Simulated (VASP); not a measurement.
Given:

```
CELL_PARAMETERS angstrom
      0.00000     2.09376     2.09376
      2.09376     0.00000     2.09376
      2.09376     2.09376     0.00000
ATOMIC_POSITIONS crystal
  Mg 0.00000 0.00000 0.00000
  O  0.50000 0.50000 0.50000
```

Computed with vdW-DF2, VASP's PBE PAW potentials (set 64) (plane waves; VASP 6.6.1). Run with 520 eV cut-off, 11×11×11 Γ-centred mesh, Gaussian smearing of 0.050 eV, potentials Mg O.

Predict the energy per atom (σ→0), pressure, band gap (on the k-mesh) with the smallest direct gap where there is one.

```yaml
band gap (on the k-mesh): 5.24 eV
smallest direct gap (on the k-mesh): 5.24 eV
energy per atom (σ→0): -4.484 eV/atom
pressure: 10.54 GPa
```

The compound is MgO in the rock salt structure. This cell is one point of a volume scan, at 0.94 of the reference volume.
